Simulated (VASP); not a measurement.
Method: PBE GGA, VASP's PBE PAW potentials (set 64) (plane waves; VASP).

A VASP calculation is set up with these files.

**KPOINTS**
```
K-points
0
G
 11 11 11
0 0 0
```

POSCAR:
```
CoGa
1
    2.9376000000     0.0000000000     0.0000000000
    0.0000000000     2.9376000000     0.0000000000
    0.0000000000     0.0000000000     2.9376000000
Ga Co
1 1
Direct
  0.5000000000   0.5000000000   0.5000000000
  0.0000000000   0.0000000000   0.0000000000
```

### INCAR
```
LREAL  =  .FALSE.   # projection in real space or not
LASPH  =  .TRUE.
ISMEAR  =  1   # Methfessel-Paxton
ALGO  =  Normal   # blocked Davidson
SYSTEM  =  CoGa
LWAVE  =  .FALSE.
LCHARG  =  .FALSE.
ISIF  =  2   # forces and stress, cell fixed
SIGMA  =  0.1   # width (eV)
EDIFF  =  1E-2   # SCF stop (eV)
GGA  =  PE   # PBE
LMAXMIX  =  4   # l cut-off of mixed one-centre charges
ENCUT  =  400
NELM  =  100
PREC  =  Accurate
```

POTCAR, in this order: Ga_d Co (PBE.64 set). Program: vasp_std.

Output

### OSZICAR
```
       N       E                     dE             d eps       ncg     rms          rms(c)
DAV:   1     0.893765865174E+02    0.89377E+02   -0.94359E+03  1767   0.220E+03
DAV:   2    -0.693466229818E+01   -0.96311E+02   -0.94323E+02  1757   0.323E+02
DAV:   3    -0.113702901595E+02   -0.44356E+01   -0.44221E+01  1918   0.748E+01
DAV:   4    -0.114353541273E+02   -0.65064E-01   -0.65051E-01  2302   0.849E+00
DAV:   5    -0.114368045652E+02   -0.14504E-02   -0.14504E-02  1649   0.111E+00    0.932E+00
DAV:   6    -0.128965502728E+02   -0.14597E+01   -0.25391E+01  1874   0.653E+01    0.131E+01
DAV:   7    -0.104524389700E+02    0.24441E+01   -0.11336E+01  1743   0.480E+01    0.151E+00
DAV:   8    -0.104432248079E+02    0.92142E-02   -0.26723E-01  1951   0.528E+00    0.685E-01
DAV:   9    -0.104363859772E+02    0.68388E-02   -0.20940E-02  1268   0.224E+00
   1 F= -.10436386E+02 E0= -.10436594E+02  d E =0.622722E-03
```

OUTCAR:
```
------------------------ aborting loop because EDIFF is reached ----------------------------------------
  FORCE on cell =-STRESS in cart. coord.  units (eV):
  Direction    XX          YY          ZZ          XY          YZ          ZX
  --------------------------------------------------------------------------------------
  Total       -0.0493099     -0.0493099     -0.0493099      0.0000000     -0.0000000     -0.0000000
  in kB       -3.1164974     -3.1164974     -3.1164974      0.0000000     -0.0000000     -0.0000000
  external PRESSURE =      -3.1164974 kB  Pullay stress =       0.0000000 kB
  volume of cell :       25.35
      direct lattice vectors                 reciprocal lattice vectors
     2.937600000  0.000000000  0.000000000     0.340413943  0.000000000  0.000000000
     0.000000000  2.937600000  0.000000000     0.000000000  0.340413943  0.000000000
     0.000000000  0.000000000  2.937600000     0.000000000  0.000000000  0.340413943
 POSITION                                       TOTAL-FORCE (eV/Angst)
 -----------------------------------------------------------------------------------
      1.46880      1.46880      1.46880         0.000000      0.000000      0.000000
      0.00000      0.00000      0.00000         0.000000      0.000000      0.000000
 -----------------------------------------------------------------------------------
    total drift:                               -0.000000      0.000000     -0.000000
  FREE ENERGIE OF THE ION-ELECTRON SYSTEM (eV)
  ---------------------------------------------------
  free  energy   TOTEN  =       -10.4363859772 eV

  energy  without entropy=      -10.4370086993  energy(sigma->0) =      -10.43659355
```
(Selected blocks of OUTCAR.)

### OUTCAR
```
 val. band max:        8.9323070219   @ k =   0.4545   0.3636   0.0000

 cond. band min:       9.0080770034   @ k =   0.4545   0.3636   0.0909


 Fermi energy:         8.9935088880

 k-point     1 :       0.0000    0.0000    0.0000
  band No.  band energies     occupation
      1      -6.0802      2.00000
      2      -6.0802      2.00000
      3      -5.7887      2.00000
      4      -5.7887      2.00000
      5      -5.7887      2.00000
      6      -2.5957      2.00000
      7       6.6471      2.00000
      8       6.6471      2.00000
      9       8.2971      2.00000
     10       8.2971      2.00000
     11       8.2971      2.00000
     12      13.9778      0.00000
     13      13.9778      0.00000
     14      13.9778      0.00000
     15      19.6323      0.00000

 k-point     2 :       0.0909    0.0000    0.0000
  band No.  band energies     occupation
      1      -6.0768      2.00000
      2      -6.0615      2.00000
      3      -5.7955      2.00000
      4      -5.7955      2.00000
      5      -5.7873      2.00000
      6      -2.4467      2.00000
      7       6.6172      2.00000
      8       6.6643      2.00000
      9       8.2041      2.00000
     10       8.2041      2.00000
     11       8.2980      2.00000
     12      12.8696      0.00000
     13      14.2344      0.00000
     14      14.2344      0.00000
     15      19.6678      0.00000

 k-point     3 :       0.1818    0.0000    0.0000
  band No.  band energies     occupation
      1      -6.0676      2.00000
      2      -6.0126      2.00000
      3      -5.8135      2.00000
      4      -5.8135      2.00000
      5      -5.7833      2.00000
      6      -1.9998      2.00000
      7       6.4194      2.00000
      8       6.7110      2.00000
      9       7.9780      2.00000
     10       7.9780      2.00000
     11       8.3006      2.00000
     12      11.0139      0.00000
     13      14.9514      0.00000
     14      14.9514      0.00000
     15      19.7708      0.00000
...
```

The compound is CoGa in the CsCl type structure. The cell was not relaxed at this level. The run is one of a series of settings (EDIFF = 1E-2 against the base run), some of them coarse on purpose. The run is not spin-polarised, so no magnetic state was tried.
